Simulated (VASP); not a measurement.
PbS (rock salt): the bulk modulus from VASP (plane waves, PAW) at several levels of theory. Static lattice, third-order Birch-Murnaghan fit over five volumes.

```tsv
level	bulk modulus (GPa)
LDA	62.4
PBE	52.8
PBEsol	59.3
optB88-vdW	55.9
rev-vdW-DF2	56.5
revTPSS	56.3
SCAN	59.1
r2SCAN	57.8
r2SCAN+rVV10	60.4
```

The cell of the LDA run:

```
CELL_PARAMETERS angstrom
      0.00000     2.92408     2.92408
      2.92408     0.00000     2.92408
      2.92408     2.92408     0.00000
ATOMIC_POSITIONS crystal
  Pb 0.00000 0.00000 0.00000
  S  0.50000 0.50000 0.50000
```

Only levels that ran to the end are used. Left out are those held back, those with too coarse a band path, GW runs whose mesh misses a band edge, hybrids' fits of cells that aren't cubic and levels without matching references; a question may draw on a part of the rest.

The compound is PbS in the rock salt structure.
